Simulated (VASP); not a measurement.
A convergence study with VASP on MgSe (rock salt): a few settings are varied, all else stays as given below, so the limit is that of these other settings.

```
MgSe
1.0
    0.00000     2.73000     2.73000
    2.73000     0.00000     2.73000
    2.73000     2.73000     0.00000
Mg Se
1 1
Cartesian
  0.00000   0.00000   0.00000
  2.73000   2.73000   2.73000
```

Level of theory: PBE GGA, VASP's PBE PAW potentials (set 64) (plane waves; VASP). The last row used: 550 eV cut-off, 15×15×15 Γ-centred mesh, second-order Methfessel-Paxton smearing of 0.40 eV, potentials Mg Se.

Gaps are read on the run's mesh, which can miss a band edge.

```tsv
setting	E (eV/atom)	pressure (GPa)	gap on the mesh (eV)	irreducible k-points
ISMEAR = -1, SIGMA = 0.01, 4×4×4 mesh	-3.7078	1.99	1.761	8
ISMEAR = -1, SIGMA = 0.2, 4×4×4 mesh	-3.7071	2.00	1.763	8
ISMEAR = 0, SIGMA = 0.01, 4×4×4 mesh	-3.7078	1.99	1.761	8
ISMEAR = 0, SIGMA = 0.2, 4×4×4 mesh	-3.7078	1.99	1.761	8
ISMEAR = 1, SIGMA = 0.01, 4×4×4 mesh	-3.7078	1.99	1.761	8
ISMEAR = 1, SIGMA = 0.2, 4×4×4 mesh	-3.7076	1.99	1.761	8
ISMEAR = 2, SIGMA = 0.01, 4×4×4 mesh	-3.7078	1.99	1.761	8
ISMEAR = 2, SIGMA = 0.2, 4×4×4 mesh	-3.7076	1.99	1.761	8
ISMEAR = -1, SIGMA = 0.05, 9×9×9 mesh	-3.7430	1.57	1.922	35
ISMEAR = -1, SIGMA = 0.2, 9×9×9 mesh	-3.7427	1.57	1.923	35
ISMEAR = 0, SIGMA = 0.05, 9×9×9 mesh	-3.7430	1.57	1.922	35
ISMEAR = 0, SIGMA = 0.2, 9×9×9 mesh	-3.7430	1.57	1.922	35
ISMEAR = 1, SIGMA = 0.05, 9×9×9 mesh	-3.7430	1.57	1.922	35
ISMEAR = 1, SIGMA = 0.2, 9×9×9 mesh	-3.7429	___	1.922	35
ISMEAR = 2, SIGMA = 0.05, 9×9×9 mesh	-3.7430	1.57	1.922	35
ISMEAR = 2, SIGMA = 0.2, 9×9×9 mesh	-3.7429	1.57	1.922	35
ISMEAR = -1, SIGMA = 0.05, 15×15×15 mesh	-3.7431	1.57	1.841	120
ISMEAR = -1, SIGMA = 0.4, 15×15×15 mesh	-3.7349	1.73	1.852	120
ISMEAR = 0, SIGMA = 0.05, 15×15×15 mesh	-3.7431	1.57	1.841	120
ISMEAR = 0, SIGMA = 0.4, 15×15×15 mesh	-3.7431	1.57	1.841	120
ISMEAR = 1, SIGMA = 0.05, 15×15×15 mesh	-3.7431	1.57	1.841	120
ISMEAR = 1, SIGMA = 0.4, 15×15×15 mesh	-3.7429	___	1.841	120
ISMEAR = 2, SIGMA = 0.05, 15×15×15 mesh	-3.7431	1.57	1.841	120
ISMEAR = 2, SIGMA = 0.4, 15×15×15 mesh	-3.7429	1.55	1.841	120
```

Question: What belongs in the gaps?

Answer: 
- ISMEAR = 1, SIGMA = 0.4, 15×15×15 mesh, pressure (GPa): 1.52
- ISMEAR = 1, SIGMA = 0.2, 9×9×9 mesh, pressure (GPa): 1.56

Left out are rungs that failed or repeat a setting and relaxations that didn't move; long series are thinned to 24 rows.

The compound is MgSe in the rock salt structure. The cell was not relaxed at this level.
